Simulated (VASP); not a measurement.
Input:

```yaml
crystal:
  lattice:
    - [1.43871, 0.00000, 0.00000]
    - [0.00000, 1.43871, 0.00000]
    - [0.00000, 0.00000, 1.43871]
  atoms:
    - { symbol: H, position: [0.00000, 0.00000, 0.00000] }
```

Computed with PBEsol GGA, VASP's PBE PAW potentials (set 64) (plane waves; VASP 6.6.1). Run with 400 eV cut-off, Gaussian smearing of 0.050 eV, potentials H.

Task: Predict the band gap (along the path) with the smallest direct gap where there is one.

Result: 
```yaml
band gap (along the path): none (metal, semimetal or under 0.01 eV)
```

The absolute energy has meaning only against runs of the same code, potentials and settings.

The structure was generated: H was put into the simple-cubic type (Pm-3m), which need not be its known phase. It was relaxed first, which changed the volume by -11 %.
